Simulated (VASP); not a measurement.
A VASP calculation is set up with these files.

POSCAR:
```
ZnS
1.0
  0.0000000000   2.7050000000   2.7050000000
  2.7050000000   0.0000000000   2.7050000000
  2.7050000000   2.7050000000   0.0000000000
Zn S
1 1
Cartesian
  0.0000000000   0.0000000000   0.0000000000
  1.3525000000   1.3525000000   1.3525000000
```

### INCAR
```
SYSTEM=ZnS
PREC=Accurate; ENCUT=520; LREAL=.False.
LASPH=.True.
EDIFF=1E-6; NELM=100; ALGO=Normal
LMAXMIX=4
ISMEAR=0; SIGMA=0.05
GGA=RP
IBRION=2; NSW=60; ISIF=3
EDIFFG=-0.01
LWAVE=.False.; LCHARG=.False.
```

### KPOINTS
```
Regular mesh
0
G
8 8 8
```

POTCAR, in this order: Zn S (PBE.64 set). Program: vasp_std.

Write an equivalent input for Ansatz.

One equivalent input (not run):
Ansatz 0.2 input:
```yaml
crystal:
  lattice:
    - [0.0000000, 2.7050000, 2.7050000]
    - [2.7050000, 0.0000000, 2.7050000]
    - [2.7050000, 2.7050000, 0.0000000]
  atoms:
    - { symbol: Zn, position: [0.0000000, 0.0000000, 0.0000000] }
    - { symbol: S, position: [0.2500000, 0.2500000, 0.2500000] }
kpoints:
  mp_grid: { grid: [8, 8, 8] }
hamiltonian:
  xc: rpbe
  pseudopotentials: { kind: paw }
scf:
  occupations: { method: gaussian, width: 0.05 }
  max_iter: 100
relax:
  max_steps: 60
  f_tol: 0.01
  cell: {}
output: { forces: true, stress: true, eigenvalues: true }
```
The two are equivalent in intent, not identical: each code has its own PAW files, so the cut-off isn't converted (ENCUT is set for VASP's; basis.ecutwfc is left out, and Ansatz then takes the one that its files recommend); Ansatz stops its SCF on the density residual and VASP on the energy change (EDIFF).

The compound is ZnS in the zinc blende structure. This run relaxes it. Symmetry was kept, so distortions that lower it aren't found.
